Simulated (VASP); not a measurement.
```xyz
3
Lattice="0.0000 2.7940 2.7940 2.7940 0.0000 2.7940 2.7940 2.7940 0.0000" Properties=species:S:1:pos:R:3 pbc="T T T"
Li     1.3970     1.3970     1.3970
Li     4.1909     4.1909     4.1909
S      0.0000     0.0000     0.0000
```

Calculation: PBE GGA, VASP's PBE PAW potentials (set 64) (plane waves; VASP). Numerical set-up: 520 eV cut-off, 8×8×8 Γ-centred mesh, Gaussian smearing of 0.050 eV, potentials Li_sv S.

Question: The job: Li$_{2}$S (antifluorite), 3 atoms, PBE, static run, 520 eV, 8×8×8 Γ-centred mesh. Roughly how much core time does it take on a busy server core?

Answer: About 8 core-seconds (one run on a shared machine, a rough figure). It had 29 irreducible k-points, 10 bands, up to 1211 plane waves and 15 electronic steps.

The compound is Li2S in the antifluorite structure. This cell is one point of a volume scan, at 0.94 of the reference volume.
